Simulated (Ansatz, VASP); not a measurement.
## W (W(111)): VASP beside Ansatz

Aim: how closely do two programs agree when they are given the same cell, functional and k mesh? The cell is taken from a series of runs on this material, whose earlier steps may have relaxed, scaled, displaced or heated it; both programs get it as it stands.

Calculated with Ansatz 0.2.0; plane waves, with VASP 6.6.1 beside it; single point at LDA, single point at PBEsol and single point at RPBE.

## Step 1: Set-up

The cell holds 11 atoms: 11 W. Its edges and angles: a = 4.469 Å, b = 4.469 Å, c = 27.122 Å, α = 90.0°, β = 90.0°, γ = 60.0°. Vacuum lies along c.

Structure file:

```xyz
11
Lattice="4.4689 0.0000 0.0000 2.2345 3.8702 0.0000 0.0000 0.0000 27.1221" Properties=species:S:1:pos:R:3
W     4.4689    2.5801    9.0000
W     0.0000    0.0000    9.9122
W     2.2345    1.2901   10.8244
W     4.4689    2.5801   11.7366
W     0.0000    0.0000   12.6489
W     2.2345    1.2901   13.5611
W     4.4689    2.5801   14.4733
W     0.0000    0.0000   15.3855
W     2.2345    1.2901   16.2977
W     4.4689    2.5801   17.2099
W     0.0000    0.0000   18.1221
```

## Step 2: VASP: single point, LDA

A single point gives forces, pressure and levels at one fixed geometry, so differences don't come from the geometry; what else differs is listed under the comparison.

Lines of VASP's logs that name or quote its potential files are left out, and so is its time.

The input, INCAR:

```
SYSTEM = W
PREC = Accurate
ENCUT = 520
EDIFF = 1E-06
NELM = 120
ISMEAR = -1
SIGMA = 0.1
LREAL = .FALSE.
ALGO = Normal
GGA = CA
NBANDS = 44
LASPH = .TRUE.
LORBIT = 11
LWAVE = .FALSE.
LCHARG = .FALSE.
ISIF = 2
LDIPOL = .TRUE.
IDIPOL = 3
DIPOL = 0.5 0.5 0.5
LVHAR = .TRUE.
GGA_COMPAT = .FALSE.
NELMDL = -8
KPAR = 2
```

The input, POSCAR:

```
W
1.0
    4.4689148571      0.0000000000      0.0000000000
    2.2344574285      3.8701937936      0.0000000000
    0.0000000000      0.0000000000     27.1221342532
W
11
Direct
    0.6666666667      0.6666666667      0.3318322930
    0.0000000000      0.0000000000      0.3654658344
    0.3333333333      0.3333333333      0.3990993758
    0.6666666667      0.6666666667      0.4327329172
    0.0000000000      0.0000000000      0.4663664586
    0.3333333333      0.3333333333      0.5000000000
    0.6666666667      0.6666666667      0.5336335414
    0.0000000000      0.0000000000      0.5672670828
    0.3333333333      0.3333333333      0.6009006242
    0.6666666667      0.6666666667      0.6345341656
    0.0000000000      0.0000000000      0.6681677070
```

The input, KPOINTS:

```
Automatic mesh
0
Gamma
11 11 1
0 0 0
```

Potentials, in the order of the species: W (LDA family, release 64).

On the command line:

```bash
$ mpirun -np 2 vasp_std
```

Numbers of over 12 decimals in the logs are rounded to 6 here.

The log of the run:

```text
[banner, memory and clock lines left out]
running    2 mpi-ranks, on    1 nodes
 distrk:  each k-point on    1 cores,    2 groups
 distr:  one band on    1 cores,    1 groups

 POSCAR found type information on POSCAR W
 POSCAR found :  1 types and      11 ions
 LDA part: xc-table for (Slater(with rela. corr.)+CA(PZ))
 , standard interpolation
 POSCAR, INCAR and KPOINTS ok, starting setup
 FFT: planning ... GRIDC
 FFT: planning ... GRID_SOFT
 FFT: planning ... GRID
 WAVECAR not read
 entering main loop
       N       E                     dE             d eps       ncg     rms          rms(c)
DAV:   1     0.325680451717E+03    0.32568E+03   -0.24490E+04  1408   0.119E+03
DAV:   2    -0.109268137366E+03   -0.43495E+03   -0.41020E+03  2000   0.239E+02
DAV:   3    -0.153533070239E+03   -0.44265E+02   -0.42477E+02  1740   0.738E+01
DAV:   4    -0.156843097738E+03   -0.33100E+01   -0.32514E+01  2328   0.183E+01
DAV:   5    -0.156937323928E+03   -0.94226E-01   -0.93518E-01  2208   0.334E+00
DAV:   6    -0.156942210174E+03   -0.48862E-02   -0.48653E-02  2488   0.599E-01
DAV:   7    -0.156942383450E+03   -0.17328E-03   -0.17247E-03  2208   0.106E-01
DAV:   8    -0.156942397476E+03   -0.14026E-04   -0.13967E-04  2448   0.228E-02    0.608E+01
DAV:   9    -0.154802137072E+03    0.21403E+01   -0.71154E+01  2240   0.244E+01    0.317E+01
DAV:  10    -0.190895561787E+03   -0.36093E+02   -0.43711E+02  2512   0.860E+01    0.237E+01
DAV:  11    -0.157420793670E+03    0.33475E+02   -0.22216E+02  2424   0.506E+01    0.213E+01
DAV:  12    -0.148628387557E+03    0.87924E+01   -0.34658E+01  2256   0.248E+01    0.112E+01
DAV:  13    -0.147102298666E+03    0.15261E+01   -0.88407E+00  2312   0.984E+00    0.638E+00
DAV:  14    -0.146936254631E+03    0.16604E+00   -0.46662E-01  2312   0.246E+00    0.527E+00
[...]
DAV:  29    -0.146342567116E+03   -0.54606E-05   -0.22355E-06  1208   0.500E-03    0.316E-03
DAV:  30    -0.146342573183E+03   -0.60666E-05   -0.20539E-06  1144   0.442E-03    0.128E-03
DAV:  31    -0.146342576465E+03   -0.32825E-05   -0.57764E-07  1048   0.304E-03    0.103E-03
DAV:  32    -0.146342579913E+03   -0.34475E-05   -0.72990E-07  1008   0.249E-03    0.161E-03
DAV:  33    -0.146342581353E+03   -0.14399E-05   -0.37360E-07  1016   0.238E-03    0.115E-03
DAV:  34    -0.146342583643E+03   -0.22900E-05   -0.14766E-07   936   0.121E-03    0.102E-03
DAV:  35    -0.146342585664E+03   -0.20218E-05   -0.10477E-07   960   0.107E-03    0.571E-04
DAV:  36    -0.146342586590E+03   -0.92612E-06   -0.89572E-08   920   0.906E-04
   1 F= -.14634259E+03 E0= -.14620685E+03  d E =-.271464E+00
```

From OUTCAR (step 2):

```text
ion  position               nearest neighbor table
   1  0.667  0.667  0.332-   2 2.74   4 2.74   2 2.74   2 2.74   3 3.16   3 3.16   3 3.16
   2  0.000  0.000  0.365-   1 2.74   3 2.74   5 2.74   1 2.74   3 2.74   1 2.74   3 2.74   4 3.16
                             4 3.16   4 3.16
   3  0.333  0.333  0.399-   2 2.74   4 2.74   4 2.74   6 2.74   2 2.74   2 2.74   4 2.74   5 3.16
                             1 3.16   1 3.16   5 3.16   5 3.16   1 3.16
   4  0.667  0.667  0.433-   5 2.74   3 2.74   3 2.74   1 2.74   7 2.74   5 2.74   5 2.74   3 2.74
                             2 3.16   6 3.16   6 3.16   2 3.16   2 3.16   6 3.16
   5  0.000  0.000  0.466-   4 2.74   6 2.74   2 2.74   8 2.74   4 2.74   6 2.74   4 2.74   6 2.74
                             7 3.16   3 3.16   7 3.16   3 3.16   3 3.16   7 3.16
   6  0.333  0.333  0.500-   5 2.74   7 2.74   7 2.74   3 2.74   9 2.74   5 2.74   5 2.74   7 2.74
                             8 3.16   4 3.16   4 3.16   8 3.16   8 3.16   4 3.16
   7  0.667  0.667  0.534-   8 2.74   6 2.74   6 2.74   4 2.74  10 2.74   8 2.74   8 2.74   6 2.74
                             5 3.16   9 3.16   9 3.16   5 3.16   5 3.16   9 3.16
   8  0.000  0.000  0.567-   7 2.74   9 2.74   5 2.74  11 2.74   7 2.74   9 2.74   7 2.74   9 2.74
                            10 3.16   6 3.16  10 3.16   6 3.16   6 3.16  10 3.16
   9  0.333  0.333  0.601-   8 2.74  10 2.74  10 2.74   6 2.74   8 2.74   8 2.74  10 2.74  11 3.16
                             7 3.16   7 3.16  11 3.16  11 3.16   7 3.16
  10  0.667  0.667  0.635-  11 2.74   9 2.74   9 2.74   7 2.74  11 2.74  11 2.74   9 2.74   8 3.16
                             8 3.16   8 3.16
  11  0.000  0.000  0.668-  10 2.74   8 2.74  10 2.74  10 2.74   9 3.16   9 3.16   9 3.16

  LATTYP: Found a hexagonal cell.
 ALAT       =     4.4689148571
 C/A-ratio  =     6.0690648895

 Subroutine GETGRP returns: Found 12 space group operations
 (whereof  6 operations were pure point group operations)

The static configuration has the point symmetry C_3v.
 The point group associated with its full space group is D_3d.

 Found     16 irreducible k-points:

   k-points           NKPTS =     16   k-points in BZ     NKDIM =     16   number of bands    NBANDS=     44

   dimension x,y,z NGX =    36 NGY =   36 NGZ =  210
   dimension x,y,z NGXF=    72 NGYF=   72 NGZF=  420

   ENCUT  =  520.0 eV  38.22 Ry    6.18 a.u.   8.31  8.31 50.43*2*pi/ulx,y,z

   NELECT =      66.0000    total number of electrons

 k-points in reciprocal lattice and weights: Automatic mesh
   0.00000000  0.00000000  0.00000000       0.008
   0.09090909 -0.00000000  0.00000000       0.050
   0.18181818  0.00000000  0.00000000       0.050
   0.27272727 -0.00000000  0.00000000       0.050
   0.36363636  0.00000000  0.00000000       0.050
   0.45454545  0.00000000  0.00000000       0.050
   0.18181818  0.09090909  0.00000000       0.050
   0.27272727  0.09090909  0.00000000       0.099
   0.36363636  0.09090909  0.00000000       0.099
[...]
-0.45454545  0.27272727  0.00000000       0.050
  -0.36363636  0.27272727  0.00000000       0.050

 dipolmoment           0.000000      0.000000      0.000000 electrons x Angstroem

 average (electrostatic) potential at core
       1 -45.7474       2 -45.5133       3 -45.8588       4 -45.7178       5 -45.7993
       6 -45.6512       7 -45.7993       8 -45.7178       9 -45.8588      10 -45.5133
      11 -45.7474

 E-fermi :   0.2249

 k-point     1 :       0.0000    0.0000    0.0000
  band No.  band energies     occupation
    ...
     29      -1.0003      1.99999
     30      -0.9159      1.99998
     31      -0.9159      1.99998
     32      -0.6298      1.99961
     33      -0.3879      1.99565
     34       0.3799      0.35010
     35       0.7836      0.00746
     36       1.7495      0.00000
     37       1.7495      0.00000
     38       1.7691      0.00000
    ...

 k-point     2 :       0.0909   -0.0000    0.0000
  band No.  band energies     occupation
    ...
     29      -0.9353      1.99998
     30      -0.8563      1.99996
     31      -0.8163      1.99994
     32      -0.5940      1.99944
     33      -0.2980      1.98934
     34       0.4189      0.25113
     35       0.8121      0.00562
     36       1.6538      0.00000
     37       1.6722      0.00000
     38       1.7053      0.00000
    ...

 k-point     3 :       0.1818    0.0000    0.0000
  band No.  band energies     occupation
    ...
     29      -0.7393      1.99987
     30      -0.6573      1.99970
     31      -0.5856      1.99940
     32      -0.3363      1.99272
     33      -0.0572      1.88754
     34       0.5507      0.07402
     35       0.8368      0.00439
     36       1.2483      0.00007
     37       1.3589      0.00002
     38       1.5039      0.00001
    ...

  Total      -24.2800467    -24.2800467    -20.9517943      0.0000000      0.0000000     -0.0000000
  in kB      -82.9280486    -82.9280486    -71.5604644      0.0000000      0.0000000     -0.0000000
  external PRESSURE =     -79.1388539 kB  Pullay stress =       0.0000000 kB

  energy-cutoff  :      520.00
  volume of cell :      469.09
      direct lattice vectors                 reciprocal lattice vectors
     4.468914857  0.000000000  0.000000000     0.223767969 -0.129192497  0.000000000
     2.234457428  3.870193794  0.000000000     0.000000000  0.258384994  0.000000000
     0.000000000  0.000000000 27.122134253     0.000000000  0.000000000  0.036870255

 POSITION                                       TOTAL-FORCE (eV/Angst)
 -----------------------------------------------------------------------------------
      4.46891      2.58013      9.00000        -0.000000      0.000000      3.325396
      0.00000      0.00000      9.91221         0.000000     -0.000000      0.341089
      2.23446      1.29006     10.82443        -0.000000     -0.000000     -1.196308
      4.46891      2.58013     11.73664         0.000000     -0.000000     -1.267320
      0.00000      0.00000     12.64885        -0.000000      0.000000     -0.430815
      2.23446      1.29006     13.56107        -0.000000     -0.000000     -0.000000
      4.46891      2.58013     14.47328         0.000000     -0.000000      0.430815
      0.00000      0.00000     15.38549        -0.000000     -0.000000      1.267320
      2.23446      1.29006     16.29771         0.000000      0.000000      1.196308
      4.46891      2.58013     17.20992        -0.000000      0.000000     -0.341089
      0.00000      0.00000     18.12213         0.000000     -0.000000     -3.325396
 -----------------------------------------------------------------------------------
    total drift:                               -0.000000     -0.000000     -0.000000

  FREE ENERGIE OF THE ION-ELECTRON SYSTEM (eV)
  ---------------------------------------------------
  free  energy   TOTEN  =      -146.3425865905 eV

  energy  without entropy=     -146.0711223852  energy(sigma->0) =     -146.20685449

 vacuum level on the upper side and lower side of the slab         4.483         4.483

 total charge
# of ion       s       p       d       tot
------------------------------------------
    1        0.646   0.318   4.008   4.972
    2        0.695   0.593   4.101   5.388
    3        0.660   0.626   4.096   5.382
    4        0.671   0.689   4.190   5.550
    5        0.678   0.707   4.173   5.558
    6        0.671   0.705   4.205   5.580
    7        0.678   0.707   4.173   5.558
    8        0.671   0.689   4.190   5.550
    9        0.660   0.626   4.096   5.382
   10        0.695   0.593   4.101   5.388
   11        0.646   0.318   4.008   4.972
--------------------------------------------------
tot          7.370   6.570  45.340  59.281

[... 3 further parts left out ...]
```

## Step 3: Ansatz: single point, LDA

Ansatz runs on its default PAW (the set named soft_2) files.

The same cell, functional (in two slightly different forms), mesh and smearing now go to Ansatz, which takes its cutoff from its data sets.

The input, input.yaml:

```yaml
crystal:
  lattice:
    - [4.4689148571, 0.0, 0.0]
    - [2.2344574285, 3.8701937936, 0.0]
    - [0.0, 0.0, 27.1221342532]
  atoms:
    - { symbol: W, position: [0.6666666667, 0.6666666667, 0.331832293] }
    - { symbol: W, position: [0.0, 0.0, 0.3654658344] }
    - { symbol: W, position: [0.3333333333, 0.3333333333, 0.3990993758] }
    - { symbol: W, position: [0.6666666667, 0.6666666667, 0.4327329172] }
    - { symbol: W, position: [0.0, 0.0, 0.4663664586] }
    - { symbol: W, position: [0.3333333333, 0.3333333333, 0.5] }
    - { symbol: W, position: [0.6666666667, 0.6666666667, 0.5336335414] }
    - { symbol: W, position: [0.0, 0.0, 0.5672670828] }
    - { symbol: W, position: [0.3333333333, 0.3333333333, 0.6009006242] }
    - { symbol: W, position: [0.6666666667, 0.6666666667, 0.6345341656] }
    - { symbol: W, position: [0.0, 0.0, 0.668167707] }
kpoints:
  mp_grid: { grid: [11, 11, 1] }
hamiltonian:
  xc: lda
scf:
  occupations: { method: fermi_dirac, width: 0.1 }
  convergence: { dr2_threshold: 1.0e-09 }
efield:
  axis: 3
  dipole_correction: true
  ramp_position: 0.97
  ramp_width: 0.06
output:
  write_potential: true
  write_density: true
  volumetric_format: npy
```

On the command line:

```bash
$ ansatz run input.yaml --threads 4 --pin off --max-ram 6144MiB --backend cpu --events-out ev --progress --plain --runs-dir out
```

The log of the run:

```text
Engine: ansatz 0.2.0, x86_64-unknown-linux-gnu
Pseudopotentials: kind: paw
Pseudopotential: W, paw, valence charge 14, recommended cutoff 420 eV (normal), W.paw.azcp
Functional definition: SPW92
  exchange = slater_x
  correlation = pw_c
Crystal: 11 atoms, lattice volume = 469.093 Å³
Basis set: ecut = 420 eV, 9205 PW (Γ)
Bands: 93, of which v1, the nominal top of the filled ones, is band 77 counted from 1 (76 counted from 0)
Symmetry: 6 space group operations
k-points: 16 of 121 (time reversal used)
Non-local potential: W, projectors of the file, l = 0: 3, l = 1: 2, l = 2: 2, l = 3: 1
PAW form: soft (Blöchl's): semilocal exchange-correlation on the pseudo side does not see the compensation charge
PAW frozen core: W, regenerated for the run's functional, and the local potential with it (the file was generated under x = pbe(κ = 0.804, μ = 0.219515), c = pbe(β = 0.066725))
PAW one-centre angular grid: W, 590 points (default); XC on 64 Gauss nodes
Initial density: superposition of atomic densities (neutral atoms: chi_scale 0, normalization atom), corrected by the library's trained network
Initial wavefunctions: pseudopotential atomic-orbital guess
Functional: x = slater, c = lda
SCF iter   1: F=—  HF=-111418.592173 eV  |F-HF|=—  |Δ(HF+E_count)|=         —  Δρ=5.92e-3  dr2=9.22e-1  ethr=1.77e-3  p=0.000 e·Å  D=1.98e-13 V/Å  ΔV_dip=-0.00 eV  dr2_dipole=2.89e-9  V_vac-E_F(+/−)=4.58/4.58 eV  ⟨swp⟩=9.6  Hψ=7224  notcnv=0
efield: sawtooth ramp at fractional position 0.9700 (set: `efield.ramp_position`, or a place that a band, a saddle search or an elastic batch's reference lends), width 0.0600; the density the first Hamiltonian is built on has a dipole p = 0.000 e·Å; the dipole correction subtracts the counter field D = 1.98e-13 V/Å, which shifts the + side's vacuum level by -0.00 eV against the − side's; the planar-averaged density in the ramp window peaks in size at 2.4e-5 e/Å³
preconditioner: auto → LDOS  [metal: Δε(μ)=0.064 eV  Ē_g=4.447 eV  σ=0.100 eV  W_gap=0.16  n_scr=96 (ndim 8)  ℏωp=13.9 eV  f_vac=0.547  D(μ)=8.31/eV (n_scr^D=56)  β→1.0]
SCF iter   2: F=—  HF=-111418.559730 eV  |F-HF|=—  |Δ(HF+E_count)|=   3.24e-2  Δρ=3.71e-3  dr2=1.81e-1  ethr=5.98e-4  p=-0.000 e·Å  D=-2.11e-6 V/Å  ΔV_dip=0.00 eV  dr2_dipole=9.51e-9  V_vac-E_F(+/−)=4.25/4.25 eV  ⟨swp⟩=3.0  Hψ=2359  notcnv=0
SCF iter   3: F=—  HF=-111418.541342 eV  |F-HF|=—  |Δ(HF+E_count)|=   1.84e-2  Δρ=1.49e-3  dr2=2.44e-2  ethr=1.17e-4  p=-0.000 e·Å  D=-8.17e-7 V/Å  ΔV_dip=0.00 eV  dr2_dipole=5.71e-11  V_vac-E_F(+/−)=4.28/4.28 eV  ⟨swp⟩=2.1  Hψ=2264  notcnv=0
SCF iter   4: F=—  HF=-111418.538126 eV  |F-HF|=—  |Δ(HF+E_count)|=   3.22e-3  Δρ=2.73e-4  dr2=8.49e-4  ethr=1.58e-5  p=-0.000 e·Å  D=-7.66e-7 V/Å  ΔV_dip=0.00 eV  dr2_dipole=2.32e-12  V_vac-E_F(+/−)=4.26/4.26 eV  ⟨swp⟩=2.4  Hψ=2098  notcnv=0
SCF iter   5: F=—  HF=-111418.538070 eV  |F-HF|=—  |Δ(HF+E_count)|=   5.53e-5  Δρ=9.58e-5  dr2=9.19e-5  ethr=5.51e-7  p=-0.000 e·Å  D=-4.59e-7 V/Å  ΔV_dip=0.00 eV  dr2_dipole=3.45e-13  V_vac-E_F(+/−)=4.25/4.25 eV  ⟨swp⟩=2.9  Hψ=2315  notcnv=0
SCF iter   6: F=—  HF=-111418.538073 eV  |F-HF|=—  |Δ(HF+E_count)|=   2.18e-6  Δρ=3.55e-5  dr2=1.33e-5  ethr=5.97e-8  p=-0.000 e·Å  D=-2.14e-7 V/Å  ΔV_dip=0.00 eV  dr2_dipole=6.41e-13  V_vac-E_F(+/−)=4.24/4.24 eV  ⟨swp⟩=2.8  Hψ=2090  notcnv=0
SCF iter   7: F=—  HF=-111418.538964 eV  |F-HF|=—  |Δ(HF+E_count)|=   8.92e-4  Δρ=1.11e-5  dr2=1.78e-6  ethr=8.65e-9  p=-0.000 e·Å  D=-1.14e-7 V/Å  ΔV_dip=0.00 eV  dr2_dipole=5.71e-12  V_vac-E_F(+/−)=4.24/4.24 eV  ⟨swp⟩=2.6  Hψ=2079  notcnv=0
SCF iter   8: F=—  HF=-111418.538965 eV  |F-HF|=—  |Δ(HF+E_count)|=   2.92e-7  Δρ=3.96e-6  dr2=1.22e-7  ethr=1.15e-9  p=-0.000 e·Å  D=-5.84e-8 V/Å  ΔV_dip=0.00 eV  dr2_dipole=4.06e-14  V_vac-E_F(+/−)=4.24/4.24 eV  ⟨swp⟩=2.3  Hψ=2189  notcnv=0
SCF iter   9: F=—  HF=-111418.538965 eV  |F-HF|=—  |Δ(HF+E_count)|=   1.01e-7  Δρ=1.24e-6  dr2=1.97e-8  ethr=7.94e-11  p=-0.000 e·Å  D=-2.27e-8 V/Å  ΔV_dip=0.00 eV  dr2_dipole=6.85e-14  V_vac-E_F(+/−)=4.24/4.24 eV  ⟨swp⟩=3.5  Hψ=2930  notcnv=0
SCF iter  10: F=—  HF=-111418.538965 eV  |F-HF|=—  |Δ(HF+E_count)|=   5.89e-9  Δρ=3.90e-7  dr2=1.18e-9  ethr=1.28e-11  p=-0.000 e·Å  D=-4.76e-9 V/Å  ΔV_dip=0.00 eV  dr2_dipole=5.41e-14  V_vac-E_F(+/−)=4.24/4.24 eV  ⟨swp⟩=2.8  Hψ=2608  notcnv=0
SCF iter  11: F=-111418.538965 eV  HF=-111418.538965 eV  |F-HF|=2.33e-10  |Δ(HF+E_count)|=  4.07e-10  Δρ=1.08e-7  dr2=8.49e-11  ethr=1.00e-12  p=-0.000 e·Å  D=-3.39e-10 V/Å  ΔV_dip=0.00 eV  dr2_dipole=1.06e-14  V_vac-E_F(+/−)=4.24/4.24 eV  ⟨swp⟩=5.6  Hψ=3584  notcnv=0
SCF 1 converged in 11 iterations: F = -111418.538965 eV  dr2 = 8.49e-11
  greatest PAW one-centre occupation: 1.000 electrons in one spin orbital (limit 2), on the W atom at site 1 (counted from 0), in its partial waves of l = 0
WARN: The output density's exchange-correlation potential varies sharply where the density is thin. Do not read a vacuum level from v_tot or v_xc, or from such a field of the output density. On a cell that repeats whose density bears no net charge and no dipole along the vacuum's axis use v_es (v_loc + v_h of the components); under efield.dipole_correction with no amplitude use v_es + v_field, which holds any externa [...]
SCF converged after 11 iterations
Free energy (F): -111418.538965 eV
Harris-Foulkes:  -111418.538965 eV  (|F-HF|=2.33e-10)
Internal energy: -111418.268035 eV  (E = F + TS)
E sigma→0 (E₀):  -111418.403500 eV
Entropy (-TS):   -0.270930 eV (-24.630 meV/atom)
Fermi energy:    5.618184 eV
Dipole field:    D = -0.000000 V/Å  (p = -0.000000 e·Å, saw-weighted, corrected)
Work function:   Φ+ = 4.2398 eV   Φ− = 4.2398 eV
Levels:          The Fermi level and band energies are counted from a zero that moves with the ramp; work functions are not
--- Per-component energies (eV) ---
  E_band       = -3472.335173
  E_kinetic    = 4930.155422
  E_local      = -228510.367558  (includes V_loc(G=0)·N_el)
  E_nonlocal   = 77.511886
  E_hartree    = 112035.041509
  E_xc         = -2899.900403
  E_vxc        = -2608.480430  (∫ρ·V_xc dr)
  E_paw        = -91405.772291  (= ΣΔE_a)
  E_vpaw       = -1431.233608  (= ΣTr[D̂ρ^β])
  E_aug_tail   = -0.000677  (compensation charges beyond the density's cutoff)
  E_efield     = 0.000000  (sawtooth field / dipole correction)
  E_vefield    = 0.000000  (∫n·V_field dr)
  E_ewald      = 94351.949394
  E_core_change = 3.114682  (= ΣΔE_core)
  E_smearing   = -0.270930  (= −TS)
  E_closure    = 0.000000  (closes the sum)
  Σ components = -111418.538965   (vs F -111418.538965, Δ=0.00e0)
--- Band table (eV; the first three rows and the last of 16) ---
  k-point 0: bands = [... 73 lower, 4.4863, 4.4863, 4.7799, 5.0087, 5.7827, 6.1823, 7.1617, 7.1617, ... 12 higher]
  k-point 1: bands = [... 73 lower, 4.5440, 4.5868, 4.8143, 5.1003, 5.8220, 6.2119, 7.0621, 7.0819, ... 12 higher]
  k-point 2: bands = [... 73 lower, 4.7396, 4.8153, 5.0668, 5.3430, 5.9540, 6.2411, 6.6485, 6.7506, ... 12 higher]
  k-point 15: bands = [... 73 lower, 4.8387, 4.8438, 4.9051, 5.1000, 5.8766, 5.9437, 6.1842, 6.3187, ... 12 higher]
```

Reading the cycles: dr2 is the Hartree energy of the density residual (eV), the measure of convergence; HF is the Harris–Foulkes estimate of the energy, which meets the free energy F at convergence.

(Continued in part 2 of 2.)

[Lines on the potential files, build, host, timing and source positions are cut from VASP's logs without a mark.]

[Logs are printed without paths, hosts, clocks, repeated set-up lines and the standing remarks that a program may print on its own settings, such as how far it seeks lower states.]

[Hosts, paths, dates, database ids (printed as entryN), source tags and the programs' standing remarks are cut or masked in the printed files.]
